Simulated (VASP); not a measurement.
These are PBEsol GGA, VASP's PBE PAW potentials (set 64) (plane waves; VASP) values and carry that method's errors.

Input for VASP

File KPOINTS:
```
Regular mesh
0
Gamma
4 3 1
```

### POSCAR
```
RbBr(110) slab
1
    4.8428869830     0.0000000000     0.0000000000
    0.0000000000     6.8488760621     0.0000000000
   -0.0000000000    -0.0000000000    24.5962433538
Rb Br
4 4
Direct
  0.0000000000   0.0000000000   0.3523280000
  0.5000000000   0.5000000000   0.4507760000
  0.0000000000   0.0000000000   0.5492240000
  0.5000000000   0.5000000000   0.6476720000
  0.5000000000   0.0000000000   0.4507760000
  0.0000000000   0.5000000000   0.3523280000
  0.5000000000   0.0000000000   0.6476720000
  0.0000000000   0.5000000000   0.5492240000
```

INCAR:
```
! general
SYSTEM  = RbBr(110) slab
PREC    = Normal
ENCUT   = 400
LREAL   = .FALSE.
LASPH   = .TRUE.

! electronic loop
EDIFF   = 1E-5
NELM    = 100
NELMIN  = 4
ALGO    = Normal
LMAXMIX = 4

! smearing
ISMEAR  = 0
SIGMA   = 0.05

! functional
GGA     = PS

! ions
IBRION  = 2
NSW     = 50
ISIF    = 2
EDIFFG  = -0.03

! output
LWAVE   = .TRUE.
LCHARG  = .FALSE.

! other
LDIPOL  = .TRUE.
IDIPOL  = 3
DIPOL   = 0.5 0.5 0.5
```

POTCAR, in this order: Rb_sv Br (PBE.64 set). Program: vasp_std.

Q: Estimate the energy per atom (σ→0), band gap (on the k-mesh).

A: 
- energy per atom (σ→0) = -3.069 eV/atom
- band gap (on the k-mesh) = 3.82 eV

File OSZICAR:
```
...
       N       E                     dE             d eps       ncg     rms          rms(c)
DAV:   1    -0.245490739296E+02    0.38235E-02   -0.14529E+00   480   0.481E+00    0.383E-01
DAV:   2    -0.245542330996E+02   -0.51592E-02   -0.57148E-02   468   0.975E-01    0.157E-01
DAV:   3    -0.245541237856E+02    0.10931E-03   -0.16028E-03   656   0.156E-01    0.114E-01
DAV:   4    -0.245539780493E+02    0.14574E-03   -0.43788E-04   548   0.782E-02    0.593E-02
DAV:   5    -0.245539669512E+02    0.11098E-04   -0.10705E-04   490   0.365E-02    0.153E-02
DAV:   6    -0.245539615090E+02    0.54422E-05   -0.74315E-06   324   0.118E-02
   7 F= -.24553962E+02 E0= -.24553962E+02  d E =-.172870E-02
```

The cell is a thin slab with vacuum, built from RbBr (rock salt): (110) face.
